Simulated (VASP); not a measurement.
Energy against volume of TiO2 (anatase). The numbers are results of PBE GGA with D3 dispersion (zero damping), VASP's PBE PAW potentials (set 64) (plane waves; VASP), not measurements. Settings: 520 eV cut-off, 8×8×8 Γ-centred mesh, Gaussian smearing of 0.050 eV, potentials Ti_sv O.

Shape and ions are relaxed at each volume.

```tsv
V (Å³/atom)	E (eV/atom)
11.174	-9.13554
11.519	-9.14196
11.865	-9.13719
12.210	-9.12240
```

Question: Fit these four points and predict the energy of the run at 10.828 Å³/atom.

Answer: A cubic in V^(−2/3), the third-order Birch-Murnaghan form, passes through the four points with V0 = 11.54 Å³/atom and B0 = 172 GPa, and gives -9.1166 eV/atom there. The run gave -9.1169 eV/atom, -0.2 meV/atom from the fit; all five points give B0 = 171 GPa.

The compound is TiO2 in the anatase structure, one of several forms; rutile is the usual stable one. It was relaxed first.
